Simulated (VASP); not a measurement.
Computed with r2SCAN meta-GGA, VASP's PBE PAW potentials (set 64) (plane waves; VASP).

VASP ran on this input.

**INCAR**
```
LWAVE=.False.
IBRION=2
LREAL=.False.
LASPH=.True.
SYSTEM=MoS2
LMIXTAU=.True.
EDIFF=1E-6   ! SCF stop (eV)
METAGGA=R2SCAN
ENCUT=400   ! plane-wave cut-off (eV)
LCHARG=.False.
ISMEAR=0
PREC=Accurate
LMAXMIX=4   ! l cut-off of mixed one-centre charges
ISIF=3
SIGMA=0.05
NELM=100   ! most electronic steps
ALGO=Normal   ! blocked Davidson
NSW=60   ! most ionic steps
EDIFFG=-0.02
```

File POSCAR:
```
MoS2
1.0
  1.5911340454  -2.7559247268   0.0000000000
  1.5911340454   2.7559247268   0.0000000000
  0.0000000000   0.0000000000  12.7656669070
Mo S
2 4
Cartesian
  1.5911340454   0.9186434129   3.1914167267
  1.5911340454  -0.9186434129   9.5742501803
  1.5911340454   0.9186434129  11.1274524204
  1.5911340454  -0.9186434129   4.7446189669
  1.5911340454  -0.9186434129   1.6382144866
  1.5911340454   0.9186434129   8.0210479401
```

File KPOINTS:
```
Automatic mesh
0
Gamma
7 7 2
0 0 0
```

POTCAR, in this order: Mo_sv S (PBE.64 set). Program: vasp_std.

**Question.** Predict the energy per atom (σ→0).

**Answer.** 
- energy per atom (σ→0) = -15.013 eV/atom

OSZICAR:
```
...
DAV:  25    -0.900805651918E+02    0.35364E-05   -0.23506E-05  1042   0.235E-02    0.275E-02
DAV:  26    -0.900805707109E+02   -0.55191E-05   -0.42300E-06  1060   0.126E-02    0.188E-02
DAV:  27    -0.900805752877E+02   -0.45768E-05   -0.39752E-06  1004   0.136E-02    0.784E-03
DAV:  28    -0.900805764567E+02   -0.11690E-05   -0.35128E-06   955   0.116E-02    0.400E-03
DAV:  29    -0.900805745707E+02    0.18860E-05   -0.14118E-06   695   0.906E-03    0.498E-03
DAV:  30    -0.900805767614E+02   -0.21906E-05   -0.54687E-07   622   0.552E-03    0.646E-03
DAV:  31    -0.900805765567E+02    0.20464E-06   -0.30379E-07   622   0.377E-03
   1 F= -.90080577E+02 E0= -.90080577E+02  d E =-.900806E+02
```

The compound is MoS2 in the 2H layered structure. It was relaxed first, which changed the volume by +5 %. The start is the result of an earlier pass.
